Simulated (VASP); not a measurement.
Input:

```
CELL_PARAMETERS angstrom
      5.09826     0.00000     0.00000
      0.00000     5.09826     0.00000
      0.00000     0.00000     5.09826
ATOMIC_POSITIONS crystal
  Sr 0.50000 0.00000 0.50000
  Sr 0.00000 0.50000 0.50000
  Sr 0.50000 0.50000 0.00000
  Sn 0.00000 0.00000 0.00000
  O  0.50000 0.50000 0.50000
```

The numbers are results of PBEsol GGA, VASP's PBE PAW potentials (set 64) (plane waves; VASP), not measurements. Run with 520 eV cut-off, Gaussian smearing of 0.050 eV, potentials Sr_sv Sn_d O.

**Question.** Give the energies of bands 19 to 29 at the high-symmetry points, in eV from the Fermi level.

**Answer.** 
```
band      Γ      X      M      R
----  -----  -----  -----  -----
19    -7.27  -6.67  -6.44  -6.62
20    -3.51  -4.61  -4.86  -5.00
21    -3.51  -3.65  -4.86  -5.00
22    -3.51  -3.65  -3.79  -5.00
23    -0.19  -2.94  -1.99  -1.03
24    -0.19  -0.84  -1.99  -1.03
25     0.13  -0.84  -1.15  -1.03
26     0.13   1.04   1.64   0.86
27     0.13   1.13   2.23   0.86
28     0.53   2.30   2.23   0.86
29     0.53   2.43   2.26   2.83
```

It has no gap at this level: it comes out as a metal or semimetal.

The structure comes from a computed database's Sr3SnO entry (Pm-3m); how it stands against other phases isn't given here. It was relaxed first.
